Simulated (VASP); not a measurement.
Energy against volume of HfB$_{2}$ (AlB2 type). Calculation: PBEsol GGA, VASP's PBE PAW potentials (set 64) (plane waves; VASP 6.6.1). Run with 520 eV cut-off, 11×11×9 Γ-centred mesh, first-order Methfessel-Paxton smearing of 0.10 eV, potentials Hf_pv B.

Shape and ions are relaxed at each volume.

```csv
V (Å³/atom),E (eV/atom)
9.444,-9.28249
9.736,-9.28997
10.028,-9.28295
10.320,-9.26342
```

Fit these four points and predict the energy of the run at 9.151 Å³/atom.

A cubic in V^(−2/3), the third-order Birch-Murnaghan form, passes through the four points with V0 = 9.73 Å³/atom and B0 = 265 GPa, and gives -9.2581 eV/atom there. The run gave -9.2582 eV/atom, -0.1 meV/atom from the fit; all five points give B0 = 265 GPa.

The compound is HfB2 in the AlB2 type structure. It was relaxed first.
